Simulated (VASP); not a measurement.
An input for Quantum ESPRESSO's pw.x (written as the equivalent of a VASP run, and not itself run):

```
&CONTROL
  calculation = 'vc-relax'
  pseudo_dir = './pseudo'
  outdir = './out'
  tprnfor = .true.
  tstress = .true.
  nstep = 60
  forc_conv_thr = 0.00039
/
&SYSTEM
  ibrav = 0
  nat = 2
  ntyp = 2
  ecutwfc = 90
  occupations = 'smearing'
  smearing = 'methfessel-paxton'
  degauss = 0.00735
  input_dft = 'pbesol'
  nspin = 2
  starting_magnetization(1) = 0.4
/
&ELECTRONS
  conv_thr = 7.3e-08
  electron_maxstep = 100
/
&IONS
/
&CELL
/
ATOMIC_SPECIES
  Fe 55.845 Fe.upf
  Si 28.085 Si.upf
CELL_PARAMETERS angstrom
     0.0000000    2.8059220    2.8059220
     2.8059220    0.0000000    2.8059220
     2.8059220    2.8059220    0.0000000
ATOMIC_POSITIONS crystal
  Fe   0.0000000  0.0000000  0.0000000
  Si   0.2500000  0.2500000  0.2500000
K_POINTS automatic
  10 10 10 0 0 0
```

Q: Translate this input to VASP (INCAR, KPOINTS, POSCAR, choice of POTCAR).

A: One answer among several that fit: 
### INCAR
```
ALGO=Normal
EDIFF=1E-6
EDIFFG=-0.01
ENCUT=400
GGA=PS
IBRION=2
ISIF=3
ISMEAR=1
ISPIN=2
LASPH=.TRUE.
LCHARG=.FALSE.
LMAXMIX=4
LORBIT=10
LREAL=.FALSE.
LWAVE=.FALSE.
MAGMOM=4.0 0.0
NELM=100
NSW=60
PREC=Accurate
SIGMA=0.1
SYSTEM=FeSi
```

**KPOINTS**
```
K-points
0
Gamma
10 10 10
```

POSCAR:
```
FeSi
1
    0.0000000000     2.8059220000     2.8059220000
    2.8059220000     0.0000000000     2.8059220000
    2.8059220000     2.8059220000     0.0000000000
Fe Si
1 1
Direct
  0.0000000000   0.0000000000   0.0000000000
  0.2500000000   0.2500000000   0.2500000000
```

POTCAR, in this order: Fe Si (PBE.64 set). Program: vasp_std.

What does not carry over: the potentials are each code's own (VASP's PAW set, PseudoDojo norm-conserving files in pw.x), so ENCUT and ecutwfc are chosen apart and not converted; conv_thr bounds pw.x's estimated SCF error, while EDIFF bounds the energy change between steps; starting_magnetization is a fraction of the valence charge and MAGMOM a moment in μB, so they match only roughly; forc_conv_thr acts on force components and is met together with etot_conv_thr.

The structure was generated: FeSi was put into the zinc blende type (F-43m), which need not be its known phase. This run relaxes it. Symmetry was kept, so distortions that lower it aren't found.
